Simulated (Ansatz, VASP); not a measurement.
# TiB2 (TiB2 in the AlB2 type): VASP beside Ansatz, part 2 of 2

One calculation is typed for both programs; each brings its own data sets. How far apart do they land? The cell is taken from a series of runs on this material, whose earlier steps may have relaxed, scaled, displaced or heated it; both programs get it as it stands.

VASP 6.6.1 and Ansatz 0.2.0.

So far: Starting point; VASP: relaxation of cell and atoms, PBEsol, pair 1; Ansatz: relaxation of cell and atoms, PBEsol, pair 1; Differences.

## Step 5: VASP: relaxation of cell and atoms, PBEsol, pair 2

Level of this step: PBEsol; plane waves and PAW (Ti_sv, B) (VASP).

The relaxed volume is the usual yardstick between codes: in a stiff, nearly cubic crystal its relative difference is about their pressure difference at one cell divided by the bulk modulus.

INCAR

```
SYSTEM = TiB2
PREC = Accurate
ENCUT = 500
EDIFF = 1E-07
NELM = 120
ISMEAR = 1
SIGMA = 0.2
LREAL = .FALSE.
ALGO = Normal
GGA = PS
NBANDS = 15
LASPH = .TRUE.
LORBIT = 11
LWAVE = .FALSE.
LCHARG = .FALSE.
ISIF = 3
IBRION = 2
NSW = 80
EDIFFG = -0.005
GGA_COMPAT = .FALSE.
NELMIN = 4
KPAR = 2
```

POSCAR

```
TiB2
1.0
    3.0173760000      0.0000030000      0.0000000000
   -1.5086900000      2.6131230000      0.0000000000
    0.0000000000      0.0000000000      3.1851110000
Ti B
1 2
Direct
    0.0000000000      0.0000000000      0.0000000000
    0.3333331124      0.6666666667      0.4999998430
    0.6666665562      0.3333333333      0.4999998430
```

KPOINTS

```
Automatic mesh
0
Gamma
12 12 8
0 0 0
```

Potentials, in the order of the species: Ti_sv and B (PBE family, release 64).

Run with:

```bash
$ mpirun -np 2 vasp_std
```

Numbers of over 12 decimals in the logs are rounded to 6 here.

The log of the run:

```text
[banner, memory and clock lines left out]
running    2 mpi-ranks, on    1 nodes
[...]
[... a notice as in an earlier step ...]

 LDA part: xc-table for (Slater+PW92), standard interpolation
 POSCAR, INCAR and KPOINTS ok, starting setup
[...]
entering main loop
       N       E                     dE             d eps       ncg     rms          rms(c)
DAV:   1     0.118880230731E+03    0.11888E+03   -0.88347E+03  2850   0.133E+03
DAV:   2    -0.234287179121E+02   -0.14231E+03   -0.13789E+03  3018   0.352E+02
DAV:   3    -0.306445599808E+02   -0.72158E+01   -0.71352E+01  4022   0.774E+01
DAV:   4    -0.308403224795E+02   -0.19576E+00   -0.19562E+00  3521   0.112E+01
[...]
DAV:  13    -0.257910577895E+02   -0.15538E-06   -0.53246E-06  3865   0.195E-02    0.324E-03
DAV:  14    -0.257910574862E+02    0.30330E-06   -0.64663E-07  3819   0.868E-03    0.111E-03
DAV:  15    -0.257910575709E+02   -0.84670E-07   -0.39401E-08  1717   0.171E-03
   1 F= -.25791058E+02 E0= -.25790959E+02  d E =-.257911E+02
[...]
DAV:   8    -0.257910601750E+02    0.94687E-07   -0.38647E-07  3858   0.409E-03
   2 F= -.25791060E+02 E0= -.25790965E+02  d E =-.260413E-05
 trial-energy change:   -0.000003  1 .order   -0.000006   -0.000155    0.000143
 step:   0.5034(harm=  0.5193)  dis= 0.00000  next Energy=   -25.791096 (dE=-0.386E-04)
[...]
N       E                     dE             d eps       ncg     rms          rms(c)
DAV:   1    -0.257914365420E+02   -0.37627E-03   -0.70851E-03  3560   0.118E+00    0.181E-01
DAV:   2    -0.257911240716E+02    0.31247E-03   -0.18005E-03  3696   0.567E-01    0.373E-02
DAV:   3    -0.257910870852E+02    0.36986E-04   -0.13919E-04  3832   0.127E-01    0.150E-02
DAV:   4    -0.257910893212E+02   -0.22360E-05   -0.45052E-05  3979   0.477E-02    0.906E-03
DAV:   5    -0.257910945741E+02   -0.52528E-05   -0.51243E-06  4251   0.161E-02    0.284E-03
DAV:   6    -0.257910957792E+02   -0.12051E-05   -0.22596E-06  4345   0.660E-03    0.205E-03
DAV:   7    -0.257910961382E+02   -0.35895E-06   -0.17920E-07  3065   0.378E-03    0.893E-04
DAV:   8    -0.257910962075E+02   -0.69390E-07   -0.10951E-07  2662   0.230E-03
   3 F= -.25791096E+02 E0= -.25790999E+02  d E =-.386367E-04
[...]
reached required accuracy - stopping structural energy minimisation
```

Parts of OUTCAR (step 5):

```text
  Total       -0.0084275     -0.0084275      0.0129715     -0.0000000      0.0000000      0.0000000
  in kB       -0.5369130     -0.5369131      0.8264132     -0.0000001      0.0000000      0.0000000
  external PRESSURE =      -0.0824710 kB  Pullay stress =       0.0000000 kB

 POSITION                                       TOTAL-FORCE (eV/Angst)
 -----------------------------------------------------------------------------------
     -0.00000      0.00000      3.18690        -0.000000     -0.000000      0.000000
     -0.00000      1.74277      1.59345         0.000000     -0.000000      0.000000
      1.50929      0.87139      1.59345        -0.000000      0.000000      0.000000
 -----------------------------------------------------------------------------------
    total drift:                                0.000023      0.000000      0.000023

  FREE ENERGIE OF THE ION-ELECTRON SYSTEM (eV)
  ---------------------------------------------------
  free  energy   TOTEN  =       -25.7910962075 eV

  energy  without entropy=      -25.7908052408  energy(sigma->0) =      -25.79099922

[... 1 part as in an earlier step ...]

[... 3 further parts left out ...]
[key lines of the parts left out:]
E-fermi :  10.1253
```

## Step 6: Ansatz: relaxation of cell and atoms, PBEsol, pair 2

The same cell, functional, mesh and smearing now go to Ansatz, which takes its cutoff from its data sets.

The cell is taken from a series of runs on this material, whose earlier steps may have relaxed, scaled, displaced or heated it; both programs get it as it stands.

input.yaml

```yaml
crystal:
  lattice:
    - [3.0173761578, 2.6677e-06, 0.0]
    - [-1.5086903892, 2.6131230716, 0.0]
    - [0.0, 0.0, 3.1851108934]
  atoms:
    - { symbol: Ti, position: [0.0, 0.0, 0.0] }
    - { symbol: B, position: [0.3333333333, 0.6666666667, 0.5] }
    - { symbol: B, position: [0.6666666667, 0.3333333333, 0.5] }
kpoints:
  mp_grid: { grid: [12, 12, 8] }
hamiltonian:
  xc: pbesol
  pseudopotentials: { kind: paw, azcp: { folder: soft_1 }, xc_functional: pbe }
scf:
  occupations: { method: methfessel_paxton, width: 0.2 }
output:
  forces: true
  stress: true
  eigenvalues: true
relax:
  adjacent_minimum: "off"
  f_tol: 0.001
  max_steps: 60
  cell: { stress_tol: 0.01 }
```

Run with:

```bash
$ ansatz run input.yaml --threads 4 --pin off --max-ram 12288MiB --backend cpu --events-out ev --progress --plain --runs-dir out
```

The log of the run:

```text
[...]
Crystal: 3 atoms, lattice volume = 25.114 Å³
Basis set: ecut = 420 eV, 503 PW (Γ), exchange–correlation on 48×48×48 points (8 copies of the dense FFT grid, shifted against one another)
Bands: 13, of which v1, the nominal top of the filled ones, is band 9 counted from 1 (8 counted from 0)
Symmetry: 24 space group operations
[...]
k-points: 95 of 1152
[...]
--- Relaxed structure (3 steps of the walk, 3 accepted, 1 SCFs on fresh bases) ---
[...]
cell:  # Å, volume = 25.1134 Å³
    - [3.016746, 2.6671451538556977e-6, 0.0]
    - [-1.508375, 2.612577, 0.0]
    - [0.0, 0.0, 3.186379]
  atoms:
    - { symbol: Ti, position: [0, 0, 0.0] }
    - { symbol: B, position: [0.333333, 0.666667, 0.5] }
    - { symbol: B, position: [0.666667, 0.333333, 0.5] }
[key lines of the parts left out:]
SCF converged after 4 iterations
Free energy (F): -2782.628363 eV
Fermi energy:    15.354645 eV
P = ⅓ Tr σ = -0.0066 GPa (-0.066 kbar)
```

## Step 7: Differences

Compared:

```tsv
quantity	Ansatz	VASP	difference
volume (Å³)	25.11	25.15	-0.14 %
edge a after relaxation, in the typed setting (Å)	3.017	3.019	-0.06 %
edge c after relaxation, in the typed setting (Å)	3.186	3.187	-0.02 %
```

## Step 8: VASP: zone-centre phonons, PBEsol

Second derivatives magnify differences that forces hide, and they need a tight electronic threshold.

INCAR

```
SYSTEM = TiB2
PREC = Accurate
ENCUT = 500
EDIFF = 1E-08
NELM = 120
ISMEAR = 1
SIGMA = 0.2
LREAL = .FALSE.
ALGO = Normal
GGA = PS
NBANDS = 15
LASPH = .TRUE.
LORBIT = 11
LWAVE = .FALSE.
LCHARG = .FALSE.
ISIF = 2
IBRION = 8
GGA_COMPAT = .FALSE.
KPAR = 2
```

POSCAR

```
TiB2
1.0
    3.0167459521      0.0000026671      0.0000000000
   -1.5083752859      2.6125772977      0.0000000000
    0.0000000000      0.0000000000      3.1863788401
Ti B
1 2
Direct
    0.0000000000      0.0000000000      0.0000000000
    0.3333333333      0.6666666667      0.5000000000
    0.6666666667      0.3333333333      0.5000000000
```

KPOINTS

```
Automatic mesh
0
Gamma
6 6 6
0 0 0
```

Run with:

```bash
$ mpirun -np 2 vasp_std
```

The log of the run:

```text
[... set-up lines as in an earlier step ...]
 entering main loop
       N       E                     dE             d eps       ncg     rms          rms(c)
DAV:   1     0.119737576991E+03    0.11974E+03   -0.90298E+03   840   0.134E+03
DAV:   2    -0.231097075281E+02   -0.14285E+03   -0.13873E+03   889   0.350E+02
DAV:   3    -0.306521760879E+02   -0.75425E+01   -0.74235E+01  1195   0.774E+01
DAV:   4    -0.307978592705E+02   -0.14568E+00   -0.14562E+00  1062   0.102E+01
[...]
DAV:  13    -0.257479943767E+02    0.17533E-06   -0.42235E-06  1100   0.177E-02    0.186E-03
DAV:  14    -0.257479944268E+02   -0.50134E-07   -0.36798E-07  1115   0.616E-03    0.709E-04
DAV:  15    -0.257479944169E+02    0.99496E-08   -0.16206E-08   767   0.135E-03
   1 F= -.25747994E+02 E0= -.25747575E+02  d E =-.125752E-02
 Linear response reoptimize wavefunctions to high precision
DAV:   1    -0.257479944329E+02   -0.16030E-07   -0.22777E-09   849   0.496E-04
DAV:   2    -0.257479944329E+02   -0.33197E-10   -0.12607E-10   448   0.118E-04
 Linear response DOF=           4
 Linear response progress:
[...]
RMM:  13    -0.453167780476E-01    0.97439E-08   -0.15703E-07  5780   0.156E-04    0.637E-06
RMM:  14    -0.453167848597E-01   -0.68122E-08   -0.12800E-07  5719   0.835E-05    0.186E-06
RMM:  15    -0.453167866732E-01   -0.18134E-08   -0.73907E-08  5714   0.451E-05    0.169E-06
 first order change of Fermi-energy   0.61132E-04
 force on displaced ion       2 direction 1 : -18.825  -0.012   0.000
 Linear response progress:
  Degree of freedom:   4/  4
       N       E                     dE             d eps       ncg     rms          rms(c)
RMM:   1    -0.460365068729E-01   -0.46037E-01    0.12992E-02  2021   0.175E+00
RMM:   2    -0.447512962669E-01    0.12852E-02   -0.25026E-03  1929   0.346E-01    0.137E-01
RMM:   3    -0.446829405726E-01    0.68356E-04   -0.11094E-03  1921   0.187E-01    0.667E-02
RMM:   4    -0.451531062882E-01   -0.47017E-03   -0.55703E-04  1953   0.130E-01    0.138E-02
[...]
RMM:  17    -0.452302153034E-01   -0.44751E-09   -0.26162E-07  2179   0.110E-05    0.144E-07
RMM:  18    -0.452302143341E-01    0.96923E-09   -0.16140E-07  1694   0.541E-06    0.159E-07
RMM:  19    -0.452302148194E-01   -0.48523E-09   -0.11948E-07  1387   0.300E-06    0.422E-08
 first order change of Fermi-energy  -0.28758E-03
 force on displaced ion       2 direction 3 :  -0.000   0.000  -8.202
 Linear response finished
```

Parts of OUTCAR (step 8):

```text
  Total        0.2424849      0.2424849     -0.1870840     -0.0000000     -0.0000000      0.0000000
  in kB       15.4699779     15.4699779    -11.9355314     -0.0000000     -0.0000000      0.0000000
  external PRESSURE =       6.3348081 kB  Pullay stress =       0.0000000 kB

 POSITION                                       TOTAL-FORCE (eV/Angst)
 -----------------------------------------------------------------------------------
      0.00000      0.00000      0.00000         0.000000     -0.000000      0.000000
     -0.00000      1.74172      1.59319         0.000000     -0.000000      0.000000
      1.50837      0.87086      1.59319        -0.000000      0.000000      0.000000
 -----------------------------------------------------------------------------------
    total drift:                               -0.000000      0.000000      0.000000

[... 2 further parts left out ...]
```

## Step 9: Ansatz: zone-centre phonons, PBEsol

The same cell, functional, mesh and smearing now go to Ansatz, which takes its cutoff from its data sets.

The cell is taken from a series of runs on this material, whose earlier steps may have relaxed, scaled, displaced or heated it; both programs get it as it stands.

input.yaml

```yaml
crystal:
  lattice:
    - [3.0167459521, 2.6671e-06, 0.0]
    - [-1.5083752859, 2.6125772977, 0.0]
    - [0.0, 0.0, 3.1863788401]
  atoms:
    - { symbol: Ti, position: [0.0, 0.0, 0.0] }
    - { symbol: B, position: [0.3333333333, 0.6666666667, 0.5] }
    - { symbol: B, position: [0.6666666667, 0.3333333333, 0.5] }
kpoints:
  mp_grid: { grid: [6, 6, 6] }
hamiltonian:
  xc: pbesol
  pseudopotentials: { kind: paw, azcp: { folder: soft_1 }, xc_functional: pbe }
scf:
  occupations: { method: methfessel_paxton, width: 0.2 }
output:
  eigenvalues: true
phonons:
  method: dfpt
  qmesh: [2, 2, 2]
  temperatures: { t_max: 1000, t_step: 50 }
  qpath:
    path:
      - [[0.0, 0.0, 0.0], [0.5, 0.0, 0.0], [0.33333333, 0.33333333, 0.0], [0.0, 0.0, 0.0], [0.0, 0.0, 0.5], [0.5, 0.0, 0.5], [0.33333333, 0.33333333, 0.5], [0.0, 0.0, 0.5]]
      - [[0.5, 0.0, 0.5], [0.5, 0.0, 0.0]]
      - [[0.33333333, 0.33333333, 0.5], [0.33333333, 0.33333333, 0.0]]
    npoints: 10
```

Run with:

```bash
$ ansatz run input.yaml --threads 4 --pin off --max-ram 12288MiB --backend cpu --events-out ev --progress --plain --runs-dir out
```

The log of the run:

```text
[...]
largest difference from the sums on the solved wave vectors: F 4.42e-2 eV, S 7.65e-5 and C_V 3.23e-5 eV/K
  zero-point energy: 0.307887 eV/cell   skipped modes (ω ≤ 0): 3   left out of the sums: 2.89e-5 of the cell's modes: C_V's classical limit lies that fraction below 3 k_B per atom; for a crystal, a wire or a layer, F and S can be off by more, and a phonons.interpolated_qmesh denser along its periods is the remedy for the sampling
[key lines of the parts left out:]
SCF converged after 9 iterations
Free energy (F): -2782.585388 eV
Fermi energy:    15.101814 eV
```

## Step 10: Side by side

What differs besides the data sets and the points named for the pairs above, as far as they apply: VASP's run holds the zone centre alone. Total energies have different zeros and are not compared.

Both answers:

```tsv
quantity	Ansatz	VASP	difference
optical mode 1 (cm⁻¹)	484.7	489.4	-0.96 %
optical mode 2 (cm⁻¹)	500.4	501.2	-0.15 %
optical mode 3 to 4 (cm⁻¹)	510.4	510.5	-0.02 %
optical mode 5 to 6 (cm⁻¹)	872.0	876.1	-0.47 %
```

Modes are paired by rising frequency, not by their patterns, so a pair may set unlike modes beside each other; they are those without the splitting of longitudinal modes.

## Step 11: What came out

```json
{
  "difference in volume (relaxation of cell and atoms, PBEsol, pair 1)": "-0.13 %",
  "difference in volume (relaxation of cell and atoms, PBEsol, pair 2)": "-0.14 %",
  "r.m.s. difference of the optical zone-centre modes, each program's sorted by frequency (zone-centre phonons, PBEsol)": "3.1 cm⁻¹",
  "difference in optical mode 1 (zone-centre phonons, PBEsol)": "-1.0 %"
}
```

In words: The difference in volume is -0.14 % (relaxation of cell and atoms, PBEsol, pair 2), within the 1.2 % picked in this series as the mark of a large difference, as far as the stopping tolerances let one tell. Among the rows given in per cent, the largest difference of the zone-centre phonons, PBEsol pair is in optical mode 1, -1.0 %. 1 further run of this series is not shown here. Such differences can come from data sets, numerical settings and the points named under the comparisons, not from the functional's error against experiment.

[Lines on the potential files, build, host, timing and source positions are cut from VASP's logs without a mark.]

[Logs are printed without paths, hosts, clocks, repeated set-up lines and the standing remarks that a program may print on its own settings, such as how far it seeks lower states.]

[Hosts, paths, dates, database ids (printed as entryN), source tags and the programs' standing remarks are cut or masked in the printed files.]
